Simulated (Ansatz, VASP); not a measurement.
# Cross-check of Sn between VASP and Ansatz

One calculation is typed for both programs; each brings its own data sets. How far apart do they land? The cell is taken from a series of runs on this material, whose earlier steps may have relaxed, scaled, displaced or heated it; both programs get it as it stands.

Program: Ansatz 0.2.0. Level of theory: plane waves, with VASP 6.6.1 beside it; zone-centre phonons at LDA. Results are calculated unless marked as measured.

### 1. The starting structure

Symmetry: Fd-3m, No. 227, cubic system. Conventional cell: a = 6.430 Å, b = 6.430 Å, c = 6.430 Å, α = 90.00°, β = 90.00°, γ = 90.00°. Nearest to Sn lie 4 Sn at 2.78 Å.

Structure file:

```xyz
2
Lattice="0.0000 3.2150 3.2150 3.2150 0.0000 3.2150 3.2150 3.2150 0.0000" Properties=species:S:1:pos:R:3 pbc="T T T"
Sn    3.2150    3.2150    3.2150
Sn    4.8225    4.8225    4.8225
```

### 2. VASP: zone-centre phonons, LDA, pair 1

Second derivatives magnify differences that forces hide, and they need a tight electronic threshold.

Lines of VASP's logs that name or quote its potential files are left out, and so is its time.

File INCAR:

```
SYSTEM = Sn
PREC = Accurate
ENCUT = 500
EDIFF = 1E-08
NELM = 120
ISMEAR = 1
SIGMA = 0.2
LREAL = .FALSE.
ALGO = Normal
GGA = CA
NBANDS = 20
LORBIT = 11
LWAVE = .FALSE.
LCHARG = .FALSE.
ISIF = 2
IBRION = 8
LASPH = .TRUE.
GGA_COMPAT = .FALSE.
KPAR = 2
```

File POSCAR:

```
Sn
1.0
    0.0000000000      3.2150061093      3.2150061093
    3.2150061093      0.0000000000      3.2150061093
    3.2150061093      3.2150061093      0.0000000000
Sn
2
Direct
    0.5000000000      0.5000000000      0.5000000000
    0.7500000000      0.7500000000      0.7500000000
```

File KPOINTS:

```
Automatic mesh
0
Gamma
12 12 12
0 0 0
```

Potentials, in the order of the species: Sn_d (LDA family, release 64).

Command:

```bash
> mpirun -np 2 vasp_std
```

Numbers of over 12 decimals in the logs are rounded to 6 here.

Log:

```text
[banner, memory and clock lines left out]
running    2 mpi-ranks, on    1 nodes
 distrk:  each k-point on    1 cores,    2 groups
 distr:  one band on    1 cores,    1 groups

 POSCAR found type information on POSCAR Sn
 POSCAR found :  1 types and       2 ions
 LDA part: xc-table for (Slater(with rela. corr.)+CA(PZ))
 , standard interpolation
 POSCAR, INCAR and KPOINTS ok, starting setup
 FFT: planning ... GRIDC
 FFT: planning ... GRID_SOFT
 FFT: planning ... GRID
 WAVECAR not read
 entering main loop
       N       E                     dE             d eps       ncg     rms          rms(c)
DAV:   1     0.220570038086E+03    0.22057E+03   -0.14811E+04  2904   0.203E+03
DAV:   2     0.143130446107E+02   -0.20626E+03   -0.20225E+03  2892   0.438E+02
DAV:   3    -0.831887358987E+01   -0.22632E+02   -0.22494E+02  3296   0.142E+02
DAV:   4    -0.904818982126E+01   -0.72932E+00   -0.72892E+00  3244   0.288E+01
DAV:   5    -0.907361051433E+01   -0.25421E-01   -0.25420E-01  3932   0.526E+00    0.345E+00
DAV:   6    -0.898209925704E+01    0.91511E-01   -0.44440E-02  3544   0.227E+00    0.194E+00
DAV:   7    -0.893721272271E+01    0.44887E-01   -0.66044E-02  2968   0.232E+00    0.149E-01
DAV:   8    -0.893782357877E+01   -0.61086E-03   -0.56751E-03  3312   0.854E-01    0.532E-02
DAV:   9    -0.893790657662E+01   -0.82998E-04   -0.19179E-04  3756   0.103E-01    0.166E-02
DAV:  10    -0.893790664089E+01   -0.64270E-07   -0.16272E-05  3804   0.434E-02    0.393E-03
DAV:  11    -0.893790692975E+01   -0.28886E-06   -0.13114E-06  3124   0.737E-03    0.193E-03
DAV:  12    -0.893790692428E+01    0.54620E-08   -0.65278E-08  3416   0.220E-03
   1 F= -.89379069E+01 E0= -.89377231E+01  d E =-.551353E-03
 Linear response reoptimize wavefunctions to high precision
DAV:   1    -0.893790692594E+01   -0.16585E-08   -0.55469E-09  2928   0.618E-04
DAV:   2    -0.893790692598E+01   -0.40927E-10   -0.35713E-10  1908   0.186E-04
 Linear response DOF=           1
 Linear response progress:
  Degree of freedom:   1/  1
       N       E                     dE             d eps       ncg     rms          rms(c)
RMM:   1    -0.216325024330E+00   -0.21633E+00    0.61985E-01 14043   0.104E+01
RMM:   2    -0.223175943606E+00   -0.68509E-02   -0.20459E-02 19607   0.120E+00    0.720E-02
RMM:   3    -0.223370215930E+00   -0.19427E-03   -0.16947E-03 20562   0.333E-01    0.336E-02
RMM:   4    -0.223299047670E+00    0.71168E-04   -0.11793E-04 20616   0.100E-01    0.110E-02
RMM:   5    -0.223301584948E+00   -0.25373E-05   -0.17838E-05 20962   0.330E-02    0.380E-03
RMM:   6    -0.223303269766E+00   -0.16848E-05    0.12162E-06 20578   0.981E-03    0.174E-03
RMM:   7    -0.223303075348E+00    0.19442E-06   -0.96522E-07 20614   0.358E-03    0.337E-04
RMM:   8    -0.223300767733E+00    0.23076E-05   -0.21835E-07 21201   0.132E-03    0.238E-04
RMM:   9    -0.223299372569E+00    0.13952E-05   -0.27885E-07 21248   0.534E-04    0.408E-05
RMM:  10    -0.223299683671E+00   -0.31110E-06   -0.39368E-08 21954   0.246E-04    0.364E-05
RMM:  11    -0.223299574189E+00    0.10948E-06   -0.67620E-08 21557   0.138E-04    0.889E-06
RMM:  12    -0.223299539269E+00    0.34920E-07    0.85199E-08 22728   0.885E-05    0.641E-06
RMM:  13    -0.223299526596E+00    0.12673E-07    0.99529E-09 22071   0.671E-05    0.211E-06
RMM:  14    -0.223299509773E+00    0.16823E-07    0.30196E-08 22322   0.568E-05    0.815E-07
RMM:  15    -0.223299499899E+00    0.98742E-08    0.16366E-09 21227   0.522E-05    0.398E-07
 first order change of Fermi-energy   0.74008E-04
 force on displaced ion       1 direction 1 :  -7.927  -0.000  -0.000
 Linear response finished
```

From OUTCAR (step 2):

```text
ion  position               nearest neighbor table
   1  0.500  0.500  0.500-   2 2.78   2 2.78   2 2.78   2 2.78
   2  0.750  0.750  0.750-   1 2.78   1 2.78   1 2.78   1 2.78

  LATTYP: Found a face centered cubic cell.
 ALAT       =     6.4300122186

 Subroutine GETGRP returns: Found 48 space group operations
 (whereof 24 operations were pure point group operations)

The static configuration has the point symmetry T_d .
 The point group associated with its full space group is O_h .

 Found     72 irreducible k-points:

   k-points           NKPTS =     72   k-points in BZ     NKDIM =     72   number of bands    NBANDS=     20

   dimension x,y,z NGX =    36 NGY =   36 NGZ =   36
   dimension x,y,z NGXF=    72 NGYF=   72 NGZF=   72

   ENCUT  =  500.0 eV  36.75 Ry    6.06 a.u.   8.29  8.29  8.29*2*pi/ulx,y,z

   NELECT =      28.0000    total number of electrons

 k-points in reciprocal lattice and weights: Automatic mesh
   0.00000000  0.00000000  0.00000000       0.001
   0.08333333  0.00000000  0.00000000       0.005
   0.16666667  0.00000000  0.00000000       0.005
   0.25000000  0.00000000  0.00000000       0.005
   0.33333333  0.00000000  0.00000000       0.005
   0.41666667  0.00000000  0.00000000       0.005
   0.50000000  0.00000000  0.00000000       0.002
   0.08333333  0.08333333  0.00000000       0.003
   0.16666667  0.08333333  0.00000000       0.014
[...]
-0.33333333  0.50000000  0.16666667       0.007
  -0.25000000  0.50000000  0.25000000       0.003

 average (electrostatic) potential at core
       1-101.1326       2-101.1326

  Total        0.4015193      0.4015193      0.4015193      0.0000000      0.0000000     -0.0000000
  in kB        9.6792476      9.6792476      9.6792476      0.0000000      0.0000000     -0.0000000
  external PRESSURE =       9.6792476 kB  Pullay stress =       0.0000000 kB

  energy-cutoff  :      500.00
  volume of cell :       66.46
      direct lattice vectors                 reciprocal lattice vectors
     0.000000000  3.215006109  3.215006109    -0.155520700  0.155520700  0.155520700
     3.215006109  0.000000000  3.215006109     0.155520700 -0.155520700  0.155520700
     3.215006109  3.215006109  0.000000000     0.155520700  0.155520700 -0.155520700

 POSITION                                       TOTAL-FORCE (eV/Angst)
 -----------------------------------------------------------------------------------
      3.21501      3.21501      3.21501         0.000000     -0.000000     -0.000000
      4.82251      4.82251      4.82251        -0.000000      0.000000      0.000000
 -----------------------------------------------------------------------------------
    total drift:                                0.000000      0.000000      0.000000

 Eigenvectors and eigenvalues of the dynamical matrix
 ----------------------------------------------------

   1 f  =    5.713331 THz    35.897919 2PiTHz  190.576218 cm-1    23.628429 meV
             X         Y         Z           dx          dy          dz
      3.215006  3.215006  3.215006     0.000000   -0.707107    0.000000
      4.822509  4.822509  4.822509     0.000000    0.707107    0.000000

   2 f  =    5.713331 THz    35.897919 2PiTHz  190.576218 cm-1    23.628429 meV
             X         Y         Z           dx          dy          dz
      3.215006  3.215006  3.215006    -0.707107    0.000000    0.000000
      4.822509  4.822509  4.822509     0.707107    0.000000    0.000000

   3 f  =    5.713331 THz    35.897919 2PiTHz  190.576218 cm-1    23.628429 meV
             X         Y         Z           dx          dy          dz
      3.215006  3.215006  3.215006     0.000000    0.000000   -0.707107
      4.822509  4.822509  4.822509     0.000000    0.000000    0.707107

   4 f  =    0.000000 THz     0.000000 2PiTHz    0.000000 cm-1     0.000000 meV
             X         Y         Z           dx          dy          dz
      3.215006  3.215006  3.215006     0.707107    0.000000    0.000000
      4.822509  4.822509  4.822509     0.707107    0.000000    0.000000

   5 f  =    0.000000 THz     0.000000 2PiTHz    0.000000 cm-1     0.000000 meV
             X         Y         Z           dx          dy          dz
      3.215006  3.215006  3.215006     0.000000    0.707107    0.000000
      4.822509  4.822509  4.822509     0.000000    0.707107    0.000000

   6 f  =    0.000000 THz     0.000000 2PiTHz    0.000000 cm-1     0.000000 meV
             X         Y         Z           dx          dy          dz
      3.215006  3.215006  3.215006     0.000000    0.000000    0.707107
      4.822509  4.822509  4.822509     0.000000    0.000000    0.707107

 ELASTIC MODULI CONTR FROM IONIC RELAXATION (kBar)
 Direction    XX          YY          ZZ          XY          YZ          ZX
 --------------------------------------------------------------------------------
 XX          -0.0000     -0.0000     -0.0000      0.0000      0.0000      0.0000
 YY          -0.0000     -0.0000      0.0000      0.0000      0.0000     -0.0000
 ZZ          -0.0000      0.0000     -0.0000      0.0000      0.0000      0.0000
 XY           0.0000      0.0000      0.0000   -255.0188      0.0000      0.0000
 YZ           0.0000      0.0000      0.0000      0.0000   -255.0188      0.0000
 ZX           0.0000     -0.0000      0.0000      0.0000      0.0000   -255.0188
 --------------------------------------------------------------------------------
```

### 3. Ansatz: zone-centre phonons, LDA, pair 1

Ansatz runs on its PAW soft_1 files.

The same cell, functional (in two slightly different forms), mesh and smearing now go to Ansatz, which takes its cutoff from its data sets.

File input.yaml:

```yaml
crystal:
  lattice:
    - [0.0, 3.2150061093, 3.2150061093]
    - [3.2150061093, 0.0, 3.2150061093]
    - [3.2150061093, 3.2150061093, 0.0]
  atoms:
    - { symbol: Sn, position: [0.5, 0.5, 0.5] }
    - { symbol: Sn, position: [0.75, 0.75, 0.75] }
kpoints:
  mp_grid: { grid: [12, 12, 12] }
hamiltonian:
  xc: lda
  pseudopotentials: { kind: paw, azcp: { folder: soft_1 }, xc_functional: pbe }
scf:
  occupations: { method: methfessel_paxton, width: 0.2 }
output:
  eigenvalues: true
phonons:
  method: dfpt
```

Command:

```bash
> ansatz run input.yaml --threads 4 --pin off --max-ram 10240MiB --backend cpu --events-out ev --progress --plain --runs-dir out
```

Log:

```text
zone centre: on kpoints.mp_grid the ground state, and the responses unless they are solved on pairs of k-points, stand on 163 of the mesh's 1728 k-points, reduced under 8 symmetry operations, with k and −k counted as one. Each operation leaves every solved displacement unchanged or reverses it
Engine: ansatz 0.2.0, aarch64-unknown-linux-gnu
Pseudopotentials: kind: paw
Pseudopotential: Sn, paw, valence charge 14, recommended cutoff 420 eV (normal), soft_1/Sn.paw.azcp
Functional definition: SPW92
  exchange = slater_x
  correlation = pw_c
Crystal: 2 atoms, lattice volume = 66.462 Å³
Basis set: ecut = 420 eV, 1291 PW (Γ), exchange–correlation on 64×64×64 points (8 copies of the dense FFT grid, shifted against one another)
Bands: 18, of which v1, the nominal top of the filled ones, is band 14 counted from 1 (13 counted from 0)
Symmetry: 48 space group operations
k-points: 163 of 1728 (irreducible under 8 space group operations, time reversal used)
Non-local potential: Sn, projectors of the file, l = 0: 2, l = 1: 2, l = 2: 2, l = 3: 1
PAW form: soft (Blöchl's): semilocal exchange-correlation on the pseudo side does not see the compensation charge
PAW frozen core: Sn, regenerated for the run's functional, and the local potential with it (the file was generated under x = pbe(κ = 0.804, μ = 0.219515), c = pbe(β = 0.066725))
PAW one-centre angular grid: Sn, 590 points (default); XC on 64 Gauss nodes
Initial density: superposition of atomic densities (chi_scale 0.1, normalization cell)
Initial wavefunctions: pseudopotential atomic-orbital guess
Functional: x = slater, c = lda
SCF iter   1: F=—  HF=-11759.280005 eV  |F-HF|=—  |Δ(HF+E_count)|=         —  Δρ=2.33e-2  dr2=4.01e-1  ethr=3.10e-3  ⟨swp⟩=5.6  Hψ=15267  notcnv=0
preconditioner: auto → Kerker (q_TF=auto, 2.362 Å⁻¹)  [metal: Δε(μ)=0.120 eV  Ē_g=20.045 eV  σ=0.200 eV  W_gap=0.45  n_scr=14 (ndim 8)  ℏωp=24.1 eV  f_vac=0.002  D(μ)=0.14/eV (n_scr^D=0)]
SCF iter   2: F=—  HF=-11759.200358 eV  |F-HF|=—  |Δ(HF+E_count)|=   7.96e-2  S|Δr|=    0.00e0  Δρ=1.48e-2  dr2=1.89e-1  ethr=1.43e-3  ⟨swp⟩=1.0  Hψ=4240  notcnv=0
SCF iter   3: F=—  HF=-11759.147720 eV  |F-HF|=—  |Δ(HF+E_count)|=   5.26e-2  S|Δr|=    0.00e0  Δρ=3.22e-3  dr2=1.81e-2  ethr=6.74e-4  ⟨swp⟩=1.3  Hψ=3139  notcnv=0
SCF iter   4: F=—  HF=-11759.145132 eV  |F-HF|=—  |Δ(HF+E_count)|=   2.59e-3  S|Δr|=    0.00e0  Δρ=1.62e-3  dr2=3.06e-3  ethr=6.47e-5  ⟨swp⟩=2.0  Hψ=3542  notcnv=0
SCF iter   5: F=—  HF=-11759.145288 eV  |F-HF|=—  |Δ(HF+E_count)|=   1.56e-4  S|Δr|=    0.00e0  Δρ=2.70e-4  dr2=5.77e-5  ethr=1.09e-5  ⟨swp⟩=2.0  Hψ=3598  notcnv=0
SCF iter   6: F=—  HF=-11759.145306 eV  |F-HF|=—  |Δ(HF+E_count)|=   1.77e-5  S|Δr|=    0.00e0  Δρ=5.09e-5  dr2=1.36e-6  ethr=2.06e-7  ⟨swp⟩=2.0  Hψ=3602  notcnv=0
SCF iter   7: F=—  HF=-11759.145309 eV  |F-HF|=—  |Δ(HF+E_count)|=   2.62e-6  S|Δr|=    0.00e0  Δρ=8.09e-6  dr2=3.00e-8  ethr=4.87e-9  ⟨swp⟩=2.9  Hψ=5177  notcnv=0
SCF iter   8: F=—  HF=-11759.145309 eV  |F-HF|=—  |Δ(HF+E_count)|=   5.90e-8  S|Δr|=    0.00e0  Δρ=1.42e-6  dr2=1.72e-9  ethr=1.07e-10  ⟨swp⟩=3.0  Hψ=5300  notcnv=0
SCF iter   9: F=—  HF=-11759.145309 eV  |F-HF|=—  |Δ(HF+E_count)|=  9.55e-10  S|Δr|=    0.00e0  Δρ=2.88e-7  dr2=3.94e-11  ethr=6.15e-12  ⟨swp⟩=2.7  Hψ=5253  notcnv=0
SCF iter  10: F=-11759.145309 eV  HF=-11759.145309 eV  |F-HF|=1.82e-12  |Δ(HF+E_count)|=  4.37e-11  S|Δr|=    0.00e0  Δρ=5.47e-8  dr2=1.40e-12  ethr=1.00e-12  ⟨swp⟩=6.1  Hψ=11995  notcnv=0
SCF 1 converged in 10 iterations: F = -11759.145309 eV  dr2 = 1.40e-12
  greatest PAW one-centre occupation: 0.991 electrons in one spin orbital (limit 2), on the Sn atom at site 1 (counted from 0), in its partial waves of l = 2
DFPT response loops at Γ: preconditioner auto → Kerker (q_TF=auto, 2.362 Å⁻¹) (partly filled bands, converged f_vac=0.078); β = 1.00, the filter's whole step (`scf.mixing.beta` (0.50) is not read by the response loops under this deck's `scf.mixing.preconditioner`; to damp them name `kerker` or `kerker_dos`, under which they read `scf.mixing.beta`, and type it under 1.00, their step now; both keys bind the ground state too); Broyden in place of MSR1
SCF converged after 10 iterations
Stability not checked: this state was not tested for a lower state beside it, because cold or Methfessel-Paxton smearing, or corrected tetrahedra, fill the levels in a way that the test cannot read (fill_not_monotonic; see scf.lower_state_search)
Free energy (F): -11759.145309 eV
Harris-Foulkes:  -11759.145309 eV  (|F-HF|=1.82e-12)
Internal energy: -11759.144736 eV  (E = F + TS)
E sigma→0 (E₀):  -11759.145166 eV
Entropy (-TS):   -0.000572 eV (-0.286 meV/atom)
Fermi energy:    7.899788 eV
--- Per-component energies (eV) ---
  E_band       = -246.169260
  E_kinetic    = 339.867691
  E_local      = -2595.322237  (includes V_loc(G=0)·N_el)
  E_nonlocal   = 299.123442
  E_hartree    = 1262.576869
  E_xc         = -250.346210
  E_vxc        = -162.749161  (∫ρ·V_xc dr)
  E_paw        = -8451.462955  (= ΣΔE_a)
  E_vpaw       = -652.243318  (= ΣTr[D̂ρ^β])
  E_aug_tail   = 0.000546  (compensation charges beyond the density's cutoff)
  E_ewald      = -2364.431664
  E_core_change = 0.849782  (= ΣΔE_core)
  E_smearing   = -0.000572  (= −TS)
  E_closure    = 0.000000  (closes the sum)
  Σ components = -11759.145309   (vs F -11759.145309, Δ=0.00e0)
--- Band table (eV; the first three rows and the last of 163) ---
  k-point 0: bands = [... 10 lower, -2.9475, 7.2443, 7.9948, 7.9948, 7.9948, 10.0621, 10.0621, 10.0621]
  k-point 1: bands = [... 10 lower, -2.8783, 6.3296, 7.8468, 7.8468, 8.4226, 10.2499, 10.2499, 10.3620]
  k-point 2: bands = [... 10 lower, -2.6734, 5.0356, 7.5331, 7.5331, 8.4289, 10.6439, 10.6439, 11.2668]
  k-point 162: bands = [... 10 lower, 0.2935, 0.2935, 4.7452, 4.7452, 11.3473, 11.3473, 11.9167, 11.9167]
--- Phonons (Γ-DFPT): 1 representative perturbation + reference, on 163 of 1728 k-points (Σ response iterations 3) ---
  k mesh reduced under 8 symmetry operations, with k and −k counted as one. Each operation leaves every solved displacement unchanged or reverses it
  ASR residual: 1.295e-5 → 0.000e0 eV/Å²; symmetrization residual: 1.995e-12 eV/Å²
  ASR residual per site (eV/Å²): 1.30e-5 1.30e-5
  Γ frequencies (cm⁻¹): 0.00 0.00 0.00 189.11 189.11 189.11
  non-analytic LO–TO correction: not included (Born effective charges unavailable; polar crystals: no LO–TO splitting at Γ)
```

### 4. Side by side

Known differences besides the potentials themselves: the two LDA forms differ slightly; the cutoff is 420 eV in Ansatz and 500 eV in VASP; VASP's log shows a relativistic correction to its local exchange, Ansatz's none. Total energies have different zeros and are not compared.

Both answers:

```csv
quantity,Ansatz,VASP,difference
optical mode 1 to 3 (cm⁻¹),189.1,190.6,-0.77 %
```

Modes are paired by rising frequency, not by their patterns, so a pair may set unlike modes beside each other; they are those without the splitting of longitudinal modes.

(Continued in part 2 of 2.)

[Lines on the potential files, build, host, timing and source positions are cut from VASP's logs without a mark.]

[Logs are printed without paths, hosts, clocks, repeated set-up lines and the standing remarks that a program may print on its own settings, such as how far it seeks lower states.]

[Hosts, paths, dates, database ids (printed as entryN), source tags and the programs' standing remarks are cut or masked in the printed files.]
